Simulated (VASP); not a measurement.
Set up this calculation in VASP 6.6.1, as the native input.

```yaml
Task: single point
Functional: PBEsol
Potentials_or_basis: VASP PAW PBE potentials, release 64 (V_sv)
Cutoff: 520 eV
k_mesh: 30 × 30 × 30
Occupations: gaussian, width 0.1 eV
Spin: no spin polarisation
Further_INCAR_settings: ALGO = Normal; EDIFF = 1e-06; NBANDS = 12
```

The structure of V lies in POSCAR:

```
V
1.0
   -1.4796800000      1.4796800000      1.4796800000
    1.4796800000     -1.4796800000      1.4796800000
    1.4796800000      1.4796800000     -1.4796800000
V
1
Direct
    1.0000000000      0.0000000000      1.0000000000
```

These files were run (other wordings do the same):

INCAR

```
ALGO = Normal
EDIFF = 1E-6
ENCUT = 520
GGA = PS
ISIF = 2
ISMEAR = 0
LASPH = True
LCHARG = True
LELF = True
LREAL = False
LVHAR = True
LWAVE = False
NBANDS = 12
NELM = 80
PREC = Accurate
SIGMA = 0.1
```

KPOINTS

```
k-points
0
Gamma
  30 30 30
```

Potentials or basis: VASP PAW PBE potentials, release 64 (V_sv).

Command:

```console
$ cat potpaw_PBE.64/V_sv/POTCAR > POTCAR
$ mpirun -np 1 vasp_std > vasp.out
```

It gave:

```json
{
  "Pressure": "0.0 GPa",
  "Band gap on the k mesh": "none (metal or under the smearing width)"
}
```

Caveat: the PAW data sets were made with another functional, which shifts forces and pressure a little.

Wall time 47 s on 1 thread of Intel(R) Xeon(R) Platinum 8488C (Sapphire Rapids), on a shared host, peak memory 0.22 GiB.
